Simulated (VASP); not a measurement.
BaZrO3:

```xyz
5
Lattice="4.2000 0.0000 0.0000 0.0000 4.2000 0.0000 0.0000 0.0000 4.2000" Properties=species:S:1:pos:R:3 pbc="T T T"
Ba    0.0000    0.0000    0.0000
Zr    2.1000    2.1000    2.1000
O     2.1000    2.1000    0.0000
O     0.0000    2.1000    2.1000
O     2.1000    0.0000    2.1000
```

The cell was built by a generator and needn't be a form met in nature.

- Program: VASP 6.6.1
- Task: relaxation of cell and atoms
- Functional: PBE
- Potentials or basis: VASP PAW PBE potentials, release 64 (Ba_sv, Zr_sv, O)
- Cutoff: 700 eV
- k mesh: 6 × 6 × 6
- Occupations: gaussian, width 0.02 eV
- Spin: no spin polarisation

At the start: pressure 3.9 GPa; volume 14.82 Å³/atom.

Question: Where does the relaxation end?

Answer: Over 3 steps the energy falls by 4.3 meV/atom and the volume is 15.19 Å³/atom (+2.5 %); space group Pm-3m (No. 221, to 0.05 Å).

Step by step:
| step | energy change (eV) | largest force (eV/Å) | pressure (GPa) | volume (Å³) |
| --- | --- | --- | --- | --- |
| 1 | 0.0000 | 0.0000 | 3.87 | 74.09 |
| 2 | 0.0036 | 0.0000 | -3.84 | 77.99 |
| 3 | -0.0217 | 0.0000 | -0.01 | 75.93 |

Final structure:
```cif
data_structure
_symmetry_space_group_name_H-M 'P 1'
_symmetry_Int_Tables_number 1
_cell_length_a 4.2346
_cell_length_b 4.2346
_cell_length_c 4.2346
_cell_angle_alpha 90.000
_cell_angle_beta 90.000
_cell_angle_gamma 90.000
_cell_volume 75.93
loop_
_atom_site_label
_atom_site_type_symbol
_atom_site_fract_x
_atom_site_fract_y
_atom_site_fract_z
_atom_site_occupancy
Ba1 Ba 0.00000 0.00000 0.00000 1
Zr1 Zr 0.50000 0.50000 0.50000 1
O1 O 0.50000 0.50000 0.00000 1
O2 O 0.00000 0.50000 0.50000 1
O3 O 0.50000 0.00000 0.50000 1
```
